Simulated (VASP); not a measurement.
Output of a VASP run:

### OSZICAR
```
       N       E                     dE             d eps       ncg     rms          rms(c)
DAV:   1     0.282555787620E+03    0.28256E+03   -0.20224E+04   800   0.184E+03
DAV:   2    -0.145887319322E+02   -0.29714E+03   -0.28619E+03  1056   0.429E+02
DAV:   3    -0.257188622815E+02   -0.11130E+02   -0.11107E+02   960   0.823E+01
DAV:   4    -0.260776003020E+02   -0.35874E+00   -0.35829E+00  1340   0.123E+01
DAV:   5    -0.260808234530E+02   -0.32232E-02   -0.32231E-02   944   0.103E+00    0.943E+00
DAV:   6    -0.238196967114E+02    0.22611E+01   -0.91799E+00   880   0.254E+01    0.451E+00
DAV:   7    -0.238175974474E+02    0.20993E-02   -0.36351E-01  1056   0.429E+00    0.295E+00
DAV:   8    -0.238202398285E+02   -0.26424E-02   -0.83583E-02   952   0.306E+00    0.386E-01
DAV:   9    -0.238184474229E+02    0.17924E-02   -0.22826E-02   968   0.117E+00    0.124E-01
DAV:  10    -0.238187494361E+02   -0.30201E-03   -0.18185E-03  1092   0.349E-01    0.691E-02
DAV:  11    -0.238187658446E+02   -0.16409E-04   -0.10157E-04   972   0.835E-02    0.242E-02
DAV:  12    -0.238187514738E+02    0.14371E-04   -0.81526E-05   924   0.703E-02    0.327E-03
DAV:  13    -0.238187517986E+02   -0.32478E-06   -0.25518E-06   760   0.141E-02
   1 F= -.17004294E+02 E0= -.17004294E+02  d E =-.170043E+02
```

**OUTCAR**
```
------------------------ aborting loop because EDIFF is reached ----------------------------------------
  FORCE on cell =-STRESS in cart. coord.  units (eV):
  Direction    XX          YY          ZZ          XY          YZ          ZX
  --------------------------------------------------------------------------------------
  Total        6.8355807      6.8355807      6.8355807     -0.0000000     -0.0000000      0.0000000
  in kB      200.6199459    200.6199459    200.6199459     -0.0000000     -0.0000000      0.0000000
  external PRESSURE =       0.6199459 kB  Pullay stress =     200.0000000 kB
  volume of cell :       54.59
      direct lattice vectors                 reciprocal lattice vectors
     3.793475608  0.000000000  0.000000000     0.263610500  0.000000000  0.000000000
     0.000000000  3.793475608  0.000000000     0.000000000  0.263610500  0.000000000
     0.000000000  0.000000000  3.793475608     0.000000000  0.000000000  0.263610500
 POSITION                                       TOTAL-FORCE (eV/Angst)
 -----------------------------------------------------------------------------------
      0.00000      0.00000      0.00000         0.000000      0.000000      0.000000
      1.89674      1.89674      1.89674         0.000000      0.000000      0.000000
      1.89674      0.00000      1.89674         0.000000      0.000000      0.000000
      0.00000      1.89674      1.89674         0.000000      0.000000      0.000000
      1.89674      1.89674      0.00000         0.000000      0.000000      0.000000
 -----------------------------------------------------------------------------------
    total drift:                                0.000000     -0.000000     -0.000000
  FREE ENERGIE OF THE ION-ELECTRON SYSTEM (eV)
  ---------------------------------------------------
  free  energy   TOTEN  =       -23.8187517986 eV

  energy  without entropy=      -23.8187517986  energy(sigma->0) =      -23.81875180
  enthalpy is  TOTEN    =       -17.0042940824 eV   P V=        6.8144577162

 reached required accuracy - stopping structural energy minimisation
```
(Selected blocks of OUTCAR.)

**POSCAR**
```
KMgF3
1
    3.7934756083    -0.0000000000     0.0000000000
    0.0000000000     3.7934756083    -0.0000000000
   -0.0000000000     0.0000000000     3.7934756083
K Mg F
1 1 3
Direct
  0.0000000000   0.0000000000   0.0000000000
  0.5000000000   0.5000000000   0.5000000000
  0.5000000000   0.0000000000   0.5000000000
  0.0000000000   0.5000000000   0.5000000000
  0.5000000000   0.5000000000   0.0000000000
```

### Question
Write an INCAR and KPOINTS that could have produced this output.

### Answer
This is not unique; one that fits is the input of the run itself, PBE GGA, plane waves, VASP's PBE PAW potentials (set 64).

### KPOINTS
```
Regular mesh
0
G
6 6 6
```

**INCAR**
```
SYSTEM = KMgF3
PREC = Accurate; ENCUT = 620; LREAL = .FALSE.
LASPH = .TRUE.
EDIFF = 1E-6; NELM = 100; ALGO = Normal
ISMEAR = 0; SIGMA = 0.05
GGA = PE
IBRION = 2; NSW = 40; ISIF = 3
EDIFFG = -0.02; PSTRESS = 200
LWAVE = .FALSE.; LCHARG = .FALSE.
```

POTCAR, in this order: K_sv Mg F (PBE.64 set). Program: vasp_std.

The compound is KMgF3 in the cubic perovskite structure. It was relaxed first under an external pressure of 20 GPa.
